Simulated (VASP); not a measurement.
Here is the system:

```
AuZn
1.0
    3.14462     0.00000     0.00000
    0.00000     3.14462     0.00000
    0.00000     0.00000     3.14462
Zn Au
1 1
Direct
  0.50000   0.50000   0.50000
  0.00000   0.00000   0.00000
```

Calculation: PBE GGA with D4 dispersion, VASP's PBE PAW potentials (set 64) (plane waves; VASP 6.6.1). Run with 520 eV cut-off, Gaussian smearing of 0.050 eV, potentials Zn Au.

Problem. Give the energies of bands 6 to 14 at the high-symmetry points, in eV from the Fermi level.

Solution. 
```
band      Γ      X      M      R
----  -----  -----  -----  -----
6     -7.46  -7.29  -6.43  -6.47
7     -5.46  -5.83  -5.08  -6.47
8     -5.46  -5.47  -4.11  -6.47
9     -3.76  -4.95  -4.11  -3.13
10    -3.76  -4.95  -3.18  -3.13
11    -3.76  -3.92  -2.00   1.40
12     4.99  -2.40  -2.00   3.60
13     4.99  10.41   0.84   3.75
14     4.99  11.15   2.50   3.75
```

It has no gap at this level: it comes out as a metal or semimetal.

The compound is AuZn in the CsCl type structure. It was relaxed first. The electron count is odd and the run is not spin-polarised, which forces a metal.
